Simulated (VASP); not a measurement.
Output of a VASP run:

**OUTCAR**
```
 ion  position               nearest neighbor table
   1  0.500  0.500  0.335-   4 2.89   4 2.89   6 2.96   5 2.96   5 2.96   6 2.96   3 2.97   3 2.97
                             7 3.00   8 3.00   7 3.02   8 3.02
   2  0.000  0.000  0.665-   3 2.89   3 2.89   8 2.96   7 2.96   7 2.96   8 2.96   4 2.97   4 2.97
                             5 3.00   6 3.00   5 3.02   6 3.02
   3  0.000  0.500  0.663-   2 2.89   2 2.89   8 2.97   7 2.97   7 2.97   8 2.97   1 2.97   1 2.97
                             5 3.00   6 3.00   5 3.00   6 3.00
   4  0.500  0.000  0.337-   1 2.89   1 2.89   6 2.97   5 2.97   5 2.97   6 2.97   2 2.97   2 2.97
                             7 3.00   8 3.00   7 3.00   8 3.00
   5  0.000  0.749  0.163-   6 2.87   6 2.91   1 2.96   1 2.96   4 2.97   4 2.97   7 2.97   7 2.97
                             3 3.00   2 3.00   3 3.00   2 3.02
   6  0.000  0.251  0.163-   5 2.87   5 2.91   1 2.96   1 2.96   4 2.97   4 2.97   8 2.97   8 2.97
                             3 3.00   2 3.00   3 3.00   2 3.02
   7  0.500  0.751  0.837-   8 2.87   8 2.91   2 2.96   2 2.96   3 2.97   3 2.97   5 2.97   5 2.97
                             4 3.00   1 3.00   4 3.00   1 3.02
   8  0.500  0.249  0.837-   7 2.87   7 2.91   2 2.96   2 2.96   3 2.97   3 2.97   6 2.97   6 2.97
                             4 3.00   1 3.00   4 3.00   1 3.02
  LATTYP: Found a simple orthorhombic cell.
 ALAT       =     4.8373300000
 B/A-ratio  =     1.0898222780
 C/A-ratio  =     1.1946176920
 Subroutine PRICEL returns:
 Original cell was already a primitive cell.
 Subroutine GETGRP returns: Found  8 space group operations
The static configuration has the point symmetry C_2v.
 The point group associated with its full space group is D_2h.
The dynamic configuration has the point symmetry C_2v.
 Subroutine INISYM returns: Found  8 space group operations
 Subroutine IBZKPT returns following result:
 Found      8 irreducible k-points:

 Following reciprocal coordinates:
            Coordinates               Weight
  0.000000  0.000000  0.000000      1.000000
  0.333333  0.000000  0.000000      2.000000
  0.000000  0.333333  0.000000      2.000000
  0.333333  0.333333  0.000000      4.000000
  0.000000  0.000000  0.333333      2.000000
  0.333333  0.000000  0.333333      4.000000
  0.000000  0.333333  0.333333      4.000000
  0.333333  0.333333  0.333333      8.000000
   k-points           NKPTS =      8   k-points in BZ     NKDIM =      8   number of bands    NBANDS=     55
   number of dos      NEDOS =    301   number of ions     NIONS =      8
   total plane-waves  NPLWV =  30240
   dimension x,y,z NGX =    28 NGY =   36 NGZ =   30
   dimension x,y,z NGXF=    56 NGYF=   72 NGZF=   60
   ions per type =               2   6
   PREC   = accura    normal or accurate (medium, high low for compatibility)
   ISTART =      0    job   : 0-new  1-cont  2-samecut
   ICHARG =      2    charge: 1-file 2-atom 10-const
   ISPIN  =      1    spin polarized calculation?
   LNONCOLLINEAR =      F non collinear calculations
   LSORBIT =      F    spin-orbit coupling
   INIWAV =      1    electr: 0-lowe 1-rand  2-diag
   ENCUT  =  300.0 eV  22.05 Ry    4.70 a.u.   6.83  8.16  7.45*2*pi/ulx,y,z
   NELM   =    100;   NELMIN=  2; NELMDL= -5     # of ELM steps
   EDIFF  = 0.1E-05   stopping-criterion for ELM
   LREAL  =      F    real-space projection
   NLSPLINE    = F    spline interpolate recip. space projectors
   LMAXMIX     =    6 max onsite mixed and CHGCAR
   VOSKOWN=      0    Vosko Wilk Nusair interpolation
   EDIFFG = 0.1E-04   stopping-criterion for IOM
   NSW    =      0    number of steps for IOM
   NBLOCK =      1;   KBLOCK =      1    inner block; outer block
   IBRION =     -1    ionic relax: 0-MD 1-quasi-New 2-CG
   NFREE  =      0    steps in history (QN), initial steepest desc. (CG)
   ISIF   =      2    stress and relaxation
   ISYM   =      2    0-nonsym 1-usesym 2-fastsym
   TEIN   =    0.0    initial temperature
   TEBEG  =    0.0;   TEEND  =   0.0 temperature during run
   SMASS  =  -3.00    Nose mass-parameter (am)
   PSTRESS=    0.0 pullay stress
   NELECT =      92.0000    total number of electrons
   EFERMI =   0.00;   METHOD = LEGACY
   ISMEAR =    -1;   SIGMA  =   0.10  broadening in eV -4-tet -1-fermi 0-gaus
   IALGO  =     38    algorithm
   LDIAG  =      T    sub-space diagonalisation (order eigenvalues)
   IMIX   =      4    mixing-type and parameters
     AMIX     =   0.40;   BMIX     =  1.00
     AMIX_MAG =   1.60;   BMIX_MAG =  1.00
...
```

OSZICAR:
```
       N       E                     dE             d eps       ncg     rms          rms(c)
DAV:   1     0.764874695667E+03    0.76487E+03   -0.30762E+04   887   0.139E+03
DAV:   2     0.502471170935E+02   -0.71463E+03   -0.68109E+03   969   0.402E+02
DAV:   3    -0.298587948568E+02   -0.80106E+02   -0.76190E+02   981   0.143E+02
DAV:   4    -0.331332799032E+02   -0.32745E+01   -0.32400E+01  1058   0.280E+01
DAV:   5    -0.332618280677E+02   -0.12855E+00   -0.12852E+00  1147   0.582E+00    0.191E+01
DAV:   6    -0.307635687919E+02    0.24983E+01   -0.81762E+00   957   0.150E+01    0.123E+01
DAV:   7    -0.306370955667E+02    0.12647E+00   -0.36563E-01  1257   0.380E+00    0.633E+00
DAV:   8    -0.306070114353E+02    0.30084E-01   -0.57481E-02  1233   0.193E+00    0.262E-01
DAV:   9    -0.306048603600E+02    0.21511E-02   -0.11520E-02  1212   0.112E+00    0.177E-01
DAV:  10    -0.306048300265E+02    0.30334E-04   -0.71602E-04  1187   0.192E-01    0.732E-02
DAV:  11    -0.306048359881E+02   -0.59617E-05   -0.46965E-05  1261   0.458E-02    0.299E-02
DAV:  12    -0.306048390468E+02   -0.30587E-05   -0.32744E-06   723   0.109E-02    0.768E-03
DAV:  13    -0.306048395332E+02   -0.48639E-06   -0.55277E-07   531   0.712E-03
   1 F= -.30604840E+02 E0= -.30565725E+02  d E =-.782288E-01
```

### OUTCAR
```
------------------------ aborting loop because EDIFF is reached ----------------------------------------
  FORCE on cell =-STRESS in cart. coord.  units (eV):
  Direction    XX          YY          ZZ          XY          YZ          ZX
  --------------------------------------------------------------------------------------
  Total       -6.9576970     -3.6328208     -3.1342345      0.0000000      0.0000000      0.0000000
  in kB      -75.6439712    -39.4959702    -34.0753482      0.0000000      0.0000000      0.0000000
  external PRESSURE =     -49.7384298 kB  Pullay stress =       0.0000000 kB
  volume of cell :      147.37
      direct lattice vectors                 reciprocal lattice vectors
     4.837330000  0.000000000  0.000000000     0.206725611  0.000000000  0.000000000
     0.000000000  5.778760000  0.000000000     0.000000000  0.173047505  0.000000000
     0.000000000  0.000000000  5.271830000     0.000000000  0.000000000  0.189687452
 POSITION                                       TOTAL-FORCE (eV/Angst)
 -----------------------------------------------------------------------------------
      2.41866      2.88938      1.76854        -0.000000      0.000000     -0.019261
      0.00000      0.00000      3.50329        -0.000000      0.000000      0.019261
      0.00000      2.88938      3.49354        -0.000000      0.000000      0.000967
      2.41866      0.00000      1.77829        -0.000000      0.000000     -0.000967
      0.00000      4.32558      0.86047        -0.000000      0.011575     -0.039808
      0.00000      1.45318      0.86047        -0.000000     -0.011575     -0.039808
      2.41866      4.34256      4.41136        -0.000000     -0.011575      0.039808
      2.41866      1.43620      4.41136         0.000000      0.011575      0.039808
 -----------------------------------------------------------------------------------
    total drift:                                0.000000      0.000000      0.000000
  FREE ENERGIE OF THE ION-ELECTRON SYSTEM (eV)
  ---------------------------------------------------
  free  energy   TOTEN  =       -30.6048395332 eV

  energy  without entropy=      -30.5266107124  energy(sigma->0) =      -30.56572512
```
(Selected blocks of OUTCAR.)

### POSCAR
```
InAu3
1
    4.8373300000     0.0000000000     0.0000000000
    0.0000000000     5.7787600000     0.0000000000
    0.0000000000     0.0000000000     5.2718300000
In Au
2 6
Direct
  0.5000000000   0.5000000000   0.3354700000
  0.0000000000   0.0000000000   0.6645300000
  0.0000000000   0.5000000000   0.6626800000
  0.5000000000   0.0000000000   0.3373200000
  0.0000000000   0.7485300000   0.1632200000
  0.0000000000   0.2514700000   0.1632200000
  0.5000000000   0.7514700000   0.8367800000
  0.5000000000   0.2485300000   0.8367800000
```

Task: Reconstruct the remaining input files.

Result: Several could match; the one computed here: the input of the run itself, PBEsol GGA, plane waves, VASP's PBE PAW potentials (set 64).

**KPOINTS**
```
Automatic mesh
0
gamma
3 3 3
```

**INCAR**
```
LASPH  =  .True.   # aspherical one-centre terms
SYSTEM  =  InAu3
LWAVE  =  .False.
LCHARG  =  .False.
PREC  =  Accurate
GGA  =  PS
ALGO  =  Normal
ISMEAR  =  -1   # Fermi-Dirac
ISIF  =  2   # forces and stress, cell fixed
LREAL  =  .False.
SIGMA  =  0.1   # width (eV)
NELM  =  100   # most electronic steps
ENCUT  =  300   # plane-wave cut-off (eV)
EDIFF  =  1E-6   # SCF stop (eV)
LMAXMIX  =  6
```

POTCAR, in this order: In_d Au (PBE.64 set). Program: vasp_std.

At this cut-off the stress carries a Pulay error, which pulls relaxed volumes low.

The structure comes from a computed database's InAu3 entry (Pmmn); how it stands against other phases isn't given here. The cell was not relaxed at this level. The k-mesh is coarse (spacing up to 0.43 per Å, 2π included), so the numbers may not be converged in it.
